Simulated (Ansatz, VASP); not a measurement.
TaRu in VASP and in Ansatz

```
Ta Ru
1.0
     3.00191    0.00000    0.00000
     0.00000    3.00191    0.00000
     0.00000    0.00000    3.36697
Ta Ru
1 1
Direct
  0.50000 0.50000 0.50000
  0.00000 0.00000 0.00000
```

Alike in both runs: functional LDA; k mesh 14 × 14 × 12; occupations gaussian, width 0.1 eV; no spin polarisation.

Ansatz relaxed the structure, and its values are those at the end. VASP's run is a single point on that final structure, the one shown.

```csv
,VASP,Ansatz
version,VASP 6.6.1,Ansatz 0.2.0
potentials or method,"VASP PAW LDA potentials, release 64 (Ta_pv, Ru_pv)","scalar-relativistic, plane waves, PAW"
plane-wave cutoff (eV),520,420
valence electrons in the cell,25,29
```

|  | VASP | Ansatz | Ansatz less VASP |
| --- | --- | --- | --- |
| gap on the k mesh at the Fermi level (eV) | none | none | - |
| pressure (GPa) | 1.0 | 0.0 | -1.04 |

A gap of «none» marks a metal or a gap that the smearing closes. The two sets of potentials don't hold the same shells in valence.

Spin-orbit coupling is left out, which matters for the levels of Ta.
